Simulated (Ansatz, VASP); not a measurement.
# Cross-check of Al2O3 (Corundum) between VASP and Ansatz

Wanted: the spread between two codes on one cell, functional and k mesh. The cell is taken from a series of runs on this material, whose earlier steps may have relaxed, scaled, displaced or heated it; both programs get it as it stands.

Method: plane waves, with VASP 6.6.1 beside it; zone-centre phonons at LDA, in Ansatz 0.2.0.

### Step 1. Set-up

The structure is trigonal, space group R-3c (No. 167). Conventional cell: a = 4.571 Å, b = 4.571 Å, c = 12.413 Å, α = 90.00°, β = 90.00°, γ = 120.00°. Nearest to O lie 4 Al at 1.78 to 1.89 Å. Al has 6 O at 1.78 to 1.89 Å nearest. Farther neighbours and most contacts between anions are not listed.

Coordinates:

```xyz
10
Lattice="2.2857 1.3196 4.1377 -2.2857 1.3196 4.1377 0.0000 -2.6393 4.1377" Properties=species:S:1:pos:R:3 pbc="T T T"
O    -0.8823    1.3196    7.2410
O    -0.7017   -1.4239    7.2410
O     1.5840    0.1043    7.2410
O     0.8823   -1.3196    5.1721
O     0.7017    1.4239    5.1721
O    -1.5840   -0.1043    5.1721
Al    0.0000    0.0000    4.3663
Al    0.0000    0.0000    1.8402
Al    0.0000    0.0000    8.0468
Al    0.0000    0.0000   10.5729
```

### Step 2. VASP: zone-centre phonons, LDA

Second derivatives magnify differences that forces hide, and they need a tight electronic threshold.

Lines of VASP's logs that name or quote its potential files are left out, and so is its time.

Contents of INCAR:

```
SYSTEM = Al2O3
PREC = Accurate
ENCUT = 600
EDIFF = 1E-08
NELM = 120
ISMEAR = 0
SIGMA = 0.01
LREAL = .FALSE.
ALGO = Normal
GGA = CA
NBANDS = 34
LORBIT = 11
LWAVE = .FALSE.
LCHARG = .FALSE.
ISIF = 2
IBRION = 8
LEPSILON = .TRUE.
LASPH = .TRUE.
GGA_COMPAT = .FALSE.
EFERMI = MIDGAP
KPAR = 2
```

Contents of POSCAR:

```
Al2O3
1.0
    2.2856974108      1.3196480154      4.1377105559
   -2.2856974108      1.3196480154      4.1377105559
    0.0000000000     -2.6392960308      4.1377105560
O Al
6 4
Direct
    0.5569951896      0.9430048104      0.2500000000
    0.2500000000      0.5569951896      0.9430048104
    0.9430048104      0.2500000000      0.5569951896
    0.4430048104      0.0569951896      0.7500000000
    0.7500000000      0.4430048104      0.0569951896
    0.0569951896      0.7500000000      0.4430048104
    0.3517506117      0.3517506117      0.3517506117
    0.1482493883      0.1482493883      0.1482493883
    0.6482493883      0.6482493883      0.6482493883
    0.8517506117      0.8517506117      0.8517506117
```

Contents of KPOINTS:

```
Automatic mesh
0
Gamma
6 6 6
0 0 0
```

The projector-augmented-wave data sets are O and Al (LDA family, release 64).

Command:

```console
mpirun -np 2 vasp_std
```

Numbers of over 12 decimals in the logs are rounded to 6 here.

The program printed:

```text
[banner, memory and clock lines left out]
running    2 mpi-ranks, on    1 nodes
 distrk:  each k-point on    1 cores,    2 groups
 distr:  one band on    1 cores,    1 groups

 POSCAR found type information on POSCAR O Al
 POSCAR found :  2 types and      10 ions
 LDA part: xc-table for (Slater(with rela. corr.)+CA(PZ))
 , standard interpolation
 POSCAR, INCAR and KPOINTS ok, starting setup
 FFT: planning ... GRIDC
 FFT: planning ... GRID_SOFT
 FFT: planning ... GRID
 WAVECAR not read
 entering main loop
       N       E                     dE             d eps       ncg     rms          rms(c)
DAV:   1     0.244259219482E+03    0.24426E+03   -0.28339E+04  2176   0.153E+03
DAV:   2    -0.788319018429E+02   -0.32309E+03   -0.31262E+03  2780   0.318E+02
DAV:   3    -0.912423521228E+02   -0.12410E+02   -0.12373E+02  2816   0.626E+01
DAV:   4    -0.913306098656E+02   -0.88258E-01   -0.88208E-01  2664   0.604E+00
DAV:   5    -0.913313854572E+02   -0.77559E-03   -0.77543E-03  2742   0.567E-01    0.188E+01
DAV:   6    -0.824926522914E+02    0.88387E+01   -0.29859E+01  2648   0.299E+01    0.685E+00
DAV:   7    -0.823366820604E+02    0.15597E+00   -0.10778E+00  2704   0.517E+00    0.333E+00
DAV:   8    -0.822582837724E+02    0.78398E-01   -0.79231E-02  2664   0.208E+00    0.761E-01
DAV:   9    -0.822507715613E+02    0.75122E-02   -0.16165E-02  2798   0.678E-01    0.286E-01
DAV:  10    -0.822507625344E+02    0.90269E-05   -0.56099E-04  2558   0.141E-01    0.657E-02
DAV:  11    -0.822507575481E+02    0.49864E-05   -0.73260E-05  2710   0.527E-02    0.287E-02
DAV:  12    -0.822507573834E+02    0.16467E-06   -0.15041E-06  2660   0.897E-03    0.512E-03
DAV:  13    -0.822507572060E+02    0.17737E-06   -0.77925E-07  2724   0.535E-03    0.127E-03
DAV:  14    -0.822507572056E+02    0.44565E-09   -0.20551E-08  2112   0.894E-04
   1 F= -.82250757E+02 E0= -.82250757E+02  d E =0.000000E+00
 Linear response reoptimize wavefunctions to high precision
DAV:   1    -0.822507572057E+02   -0.94587E-10   -0.55689E-09  1782   0.396E-04
DAV:   2    -0.822507572057E+02    0.40018E-10   -0.44825E-10  1368   0.128E-04
 Linear response G [H, r] |phi>, progress :
  Direction:   1
       N       E                     dE             d eps       ncg     rms
RMM:   1    -0.200339724523E+03   -0.20034E+03    0.12695E+02  4998   0.923E+01
RMM:   2    -0.170851806370E+03    0.29488E+02   -0.11190E+01  3744   0.191E+01
RMM:   3    -0.170897147323E+03   -0.45341E-01   -0.10653E-01  3928   0.182E+00
RMM:   4    -0.170898728607E+03   -0.15813E-02   -0.48352E-05  4097   0.225E-01
RMM:   5    -0.170898777373E+03   -0.48766E-04    0.14777E-03  4143   0.369E-02
RMM:   6    -0.170898781717E+03   -0.43440E-05    0.14738E-03  4176   0.151E-02
RMM:   7    -0.170898774506E+03    0.72103E-05    0.15476E-03  4187   0.130E-02
RMM:   8    -0.170898773488E+03    0.10188E-05    0.15673E-03  4139   0.128E-02
RMM:   9    -0.170898777909E+03   -0.44211E-05    0.16819E-03  4032   0.128E-02
RMM:  10    -0.170898791078E+03   -0.13169E-04    0.24453E-03  4027   0.129E-02
 Linear response G [H, r] |phi>, progress :
  Direction:   2
       N       E                     dE             d eps       ncg     rms
RMM:   1    -0.203820706764E+03   -0.20382E+03    0.10677E+02  5007   0.925E+01
RMM:   2    -0.172864592511E+03    0.30956E+02   -0.11085E+01  3735   0.191E+01
RMM:   3    -0.172911676286E+03   -0.47084E-01   -0.10947E-01  3921   0.181E+00
RMM:   4    -0.172912887858E+03   -0.12116E-02   -0.18494E-03  4080   0.218E-01
RMM:   5    -0.172912910185E+03   -0.22327E-04   -0.31256E-04  4134   0.357E-02
RMM:   6    -0.172912912513E+03   -0.23286E-05   -0.30061E-04  4184   0.149E-02
RMM:   7    -0.172912910392E+03    0.21215E-05   -0.27966E-04  4185   0.129E-02
RMM:   8    -0.172912909760E+03    0.63232E-06   -0.28226E-04  4134   0.127E-02
RMM:   9    -0.172912911518E+03   -0.17582E-05   -0.34761E-04  4009   0.127E-02
RMM:  10    -0.172912911860E+03   -0.34224E-06   -0.57915E-04  4019   0.128E-02
 Linear response G [H, r] |phi>, progress :
  Direction:   3
       N       E                     dE             d eps       ncg     rms
RMM:   1    -0.200358700092E+03   -0.20036E+03    0.11939E+02  4862   0.924E+01
RMM:   2    -0.171847519940E+03    0.28511E+02   -0.10488E+01  3783   0.184E+01
RMM:   3    -0.171882698582E+03   -0.35179E-01   -0.99606E-02  3912   0.173E+00
RMM:   4    -0.171883709070E+03   -0.10105E-02   -0.15229E-03  4048   0.203E-01
RMM:   5    -0.171883723154E+03   -0.14085E-04   -0.13015E-04  4107   0.326E-02
RMM:   6    -0.171883723961E+03   -0.80661E-06   -0.10611E-04  4161   0.128E-02
RMM:   7    -0.171883724164E+03   -0.20327E-06   -0.10732E-04  4183   0.108E-02
RMM:   8    -0.171883724204E+03   -0.39687E-07   -0.10568E-04  4096   0.106E-02
RMM:   9    -0.171883724302E+03   -0.98493E-07   -0.10655E-04  4014   0.106E-02
RMM:  10    -0.171883724029E+03    0.27297E-06   -0.17930E-04  4000   0.107E-02
 Linear response to external field (no local field effect), progress :
[...]
RMM:   7    -0.468777914390E+00   -0.10130E-03   -0.15567E-06  8866   0.711E-03    0.260E-03
RMM:   8    -0.468807181178E+00   -0.29267E-04   -0.32371E-07  8872   0.194E-03    0.286E-04
RMM:   9    -0.468804817513E+00    0.23637E-05   -0.99971E-08  8896   0.817E-04    0.101E-04
[...]
first order change of Fermi-energy   0.50365E+00
 force on displaced ion       1 direction 1 : -25.196  -0.000  -0.000
 Born effective charge ion    1 direction 1 :  -2.017   0.000   0.000
 Linear response progress:
  Degree of freedom:   2/  5
       N       E                     dE             d eps       ncg     rms          rms(c)
RMM:   1    -0.370618305385E+00   -0.37062E+00    0.36739E-01 14419   0.300E+00
RMM:   2    -0.365473840710E+00    0.51445E-02   -0.59564E-03 13159   0.398E-01    0.198E-01
RMM:   3    -0.366449200383E+00   -0.97536E-03   -0.14255E-03 12235   0.177E-01    0.969E-02
RMM:   4    -0.368495907944E+00   -0.20467E-02   -0.12587E-03 12728   0.160E-01    0.183E-02
RMM:   5    -0.368465361318E+00    0.30547E-04   -0.45514E-05 14358   0.336E-02    0.448E-03
RMM:   6    -0.368548155799E+00   -0.82794E-04   -0.24475E-06 14679   0.628E-03    0.195E-03
RMM:   7    -0.368530792760E+00    0.17363E-04   -0.87475E-08 14652   0.233E-03    0.931E-04
RMM:   8    -0.368539119220E+00   -0.83265E-05   -0.36998E-07 14714   0.977E-04    0.189E-04
RMM:   9    -0.368539623863E+00   -0.50464E-06   -0.18568E-07 14715   0.442E-04    0.783E-05
RMM:  10    -0.368539521642E+00    0.10222E-06    0.54748E-07 14717   0.420E-04    0.122E-05
RMM:  11    -0.368539559378E+00   -0.37736E-07   -0.11374E-07 14840   0.407E-04    0.618E-06
RMM:  12    -0.368539576224E+00   -0.16847E-07    0.17731E-07 14890   0.404E-04    0.209E-06
RMM:  13    -0.368539586348E+00   -0.10124E-07   -0.21302E-07 15110   0.404E-04    0.516E-07
RMM:  14    -0.368539587264E+00   -0.91520E-09   -0.57940E-08 15133   0.401E-04    0.385E-07
 first order change of Fermi-energy  -0.41494E-05
 force on displaced ion       1 direction 2 :   0.000 -25.442   9.893
 Born effective charge ion    1 direction 2 :   0.000  -1.828   0.298
 Linear response progress:
  Degree of freedom:   3/  5
       N       E                     dE             d eps       ncg     rms          rms(c)
RMM:   1    -0.371142705203E+00   -0.37114E+00    0.36966E-01 14289   0.299E+00
RMM:   2    -0.366224247024E+00    0.49185E-02   -0.59798E-03 13460   0.398E-01    0.193E-01
RMM:   3    -0.367253967446E+00   -0.10297E-02   -0.14041E-03 12084   0.175E-01    0.947E-02
RMM:   4    -0.369290995618E+00   -0.20370E-02   -0.12185E-03 12752   0.155E-01    0.190E-02
RMM:   5    -0.369290041421E+00    0.95420E-06   -0.60378E-05 13971   0.368E-02    0.531E-03
RMM:   6    -0.369385921628E+00   -0.95880E-04   -0.60398E-06 14529   0.950E-03    0.190E-03
RMM:   7    -0.369389676593E+00   -0.37550E-05   -0.13004E-07 14378   0.174E-03    0.544E-04
RMM:   8    -0.369392431613E+00   -0.27550E-05    0.64558E-08 14632   0.551E-04    0.230E-04
RMM:   9    -0.369392486063E+00   -0.54450E-07    0.34702E-07 14680   0.371E-04    0.431E-05
RMM:  10    -0.369392428415E+00    0.57648E-07    0.23010E-07 14686   0.348E-04    0.137E-05
RMM:  11    -0.369392412042E+00    0.16373E-07    0.20646E-07 14771   0.343E-04    0.307E-06
RMM:  12    -0.369392439051E+00   -0.27009E-07    0.26090E-07 14720   0.341E-04    0.139E-06
RMM:  13    -0.369392446862E+00   -0.78109E-08   -0.35895E-08 14971   0.342E-04    0.565E-07
 first order change of Fermi-energy   0.35484E-04
 force on displaced ion       1 direction 3 :   0.001   9.892 -21.905
 Born effective charge ion    1 direction 3 :  -0.000   0.217  -1.899
 Linear response progress:
  Degree of freedom:   4/  5
       N       E                     dE             d eps       ncg     rms          rms(c)
RMM:   1    -0.170391250704E-01   -0.17039E-01    0.29962E-02 22536   0.112E+00
RMM:   2    -0.998514822404E-02    0.70540E-02   -0.25004E-03 13627   0.300E-01    0.111E-01
RMM:   3    -0.980062308303E-02    0.18453E-03   -0.52415E-04 13736   0.951E-02    0.527E-02
RMM:   4    -0.976198176550E-02    0.38641E-04   -0.10917E-04 14066   0.359E-02    0.214E-02
RMM:   5    -0.976756378489E-02   -0.55820E-05   -0.31303E-05 14190   0.167E-02    0.467E-03
RMM:   6    -0.976312862119E-02    0.44352E-05   -0.82011E-06 14255   0.540E-03    0.109E-03
RMM:   7    -0.976165494325E-02    0.14737E-05    0.10831E-06 14616   0.160E-03    0.431E-04
RMM:   8    -0.976185006882E-02   -0.19513E-06   -0.11398E-06 14604   0.573E-04    0.880E-05
RMM:   9    -0.976176134279E-02    0.88726E-07   -0.62553E-07 14675   0.132E-04    0.250E-05
RMM:  10    -0.976175430282E-02    0.70400E-08    0.22291E-07 14711   0.908E-05    0.161E-05
RMM:  11    -0.976177499458E-02   -0.20692E-07   -0.16230E-07 14742   0.740E-05    0.203E-06
RMM:  12    -0.976176993420E-02    0.50604E-08    0.49625E-08 14748   0.653E-05    0.218E-06
 first order change of Fermi-energy  -0.66777E-06
 force on displaced ion       7 direction 1 : -28.671  -0.000  -0.000
 Born effective charge ion    7 direction 1 :   2.884   0.020   0.000
 Linear response progress:
  Degree of freedom:   5/  5
       N       E                     dE             d eps       ncg     rms          rms(c)
RMM:   1    -0.206350275453E-01   -0.20635E-01   -0.78562E-03  8077   0.111E+00
RMM:   2    -0.969455270703E-02    0.10940E-01   -0.22195E-03  4783   0.298E-01    0.942E-02
RMM:   3    -0.949177799400E-02    0.20277E-03   -0.13039E-04  4985   0.690E-02    0.511E-02
RMM:   4    -0.941586794759E-02    0.75910E-04   -0.93855E-05  4954   0.543E-02    0.115E-02
RMM:   5    -0.941084433512E-02    0.50236E-05    0.39416E-05  5032   0.112E-02    0.445E-03
RMM:   6    -0.940868336615E-02    0.21610E-05    0.42897E-06  5127   0.646E-03    0.158E-03
RMM:   7    -0.940851900450E-02    0.16436E-06    0.61303E-06  5171   0.192E-03    0.502E-04
RMM:   8    -0.940925988328E-02   -0.74088E-06    0.28569E-07  5219   0.630E-04    0.276E-04
RMM:   9    -0.940940796620E-02   -0.14808E-06   -0.16453E-06  5147   0.374E-04    0.294E-05
RMM:  10    -0.940936657382E-02    0.41392E-07   -0.29361E-07  5270   0.955E-05    0.114E-05
RMM:  11    -0.940936857271E-02   -0.19989E-08   -0.42893E-07  5259   0.712E-05    0.277E-06
RMM:  12    -0.940937703150E-02   -0.84588E-08   -0.34993E-07  5281   0.666E-05    0.129E-06
RMM:  13    -0.940937391014E-02    0.31214E-08   -0.32388E-07  5236   0.653E-05    0.385E-07
RMM:  14    -0.940936928210E-02    0.46280E-08   -0.24258E-07  5165   0.644E-05    0.284E-07
RMM:  15    -0.940935807233E-02    0.11210E-07   -0.17878E-07  5246   0.639E-05    0.569E-08
 first order change of Fermi-energy  -0.70578E-01
 force on displaced ion       7 direction 3 :   0.000  -0.000 -26.291
 Born effective charge ion    7 direction 3 :   0.000   0.000   2.849
 Born effective charges drift removed
 Linear response finished
```

[end of part 1 of 3]

[Lines on the potential files, build, host, timing and source positions are cut from VASP's logs without a mark.]

[Logs are printed without paths, hosts, clocks, repeated set-up lines and the standing remarks that a program may print on its own settings, such as how far it seeks lower states.]

[Hosts, paths, dates, database ids (printed as entryN), source tags and the programs' standing remarks are cut or masked in the printed files.]
